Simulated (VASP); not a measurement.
Input:

```yaml
crystal:
  lattice:
    - [0.00000, 2.57154, 2.57154]
    - [2.57154, 0.00000, 2.57154]
    - [2.57154, 2.57154, 0.00000]
  atoms:
    - { symbol: Be, position: [0.00000, 0.00000, 0.00000] }
    - { symbol: Se, position: [0.25000, 0.25000, 0.25000] }
```

The numbers are results of PBE GGA with D3 dispersion (zero damping), VASP's PBE PAW potentials (set 64) (plane waves; VASP), not measurements. Numerical set-up: 520 eV cut-off, Gaussian smearing of 0.050 eV, potentials Be Se.

Question: Give the energies of bands 2 to 7 at the high-symmetry points, in eV from the valence-band maximum.

Answer: 
| band | Γ | X | U | L | W |
|---|---|---|---|---|---|
| 2 | 0.00 | -5.08 | -4.66 | -5.71 | -4.41 |
| 3 | 0.00 | -2.66 | -4.03 | -1.08 | -3.81 |
| 4 | 0.00 | -2.66 | -2.22 | -1.08 | -3.30 |
| 5 | 4.37 | 2.62 | 3.75 | 4.33 | 6.14 |
| 6 | 5.01 | 4.20 | 6.83 | 5.97 | 7.13 |
| 7 | 5.01 | 11.71 | 9.70 | 5.97 | 7.37 |

The gap is indirect, 2.62 eV, from the valence maximum at Γ to the conduction minimum at X.

Measured: gap 4.00 eV (computed value off by -1.38 eV), as given by Das et al., (2018), arXiv:1807.05623.

The compound is BeSe in the zinc blende structure. It was relaxed first.
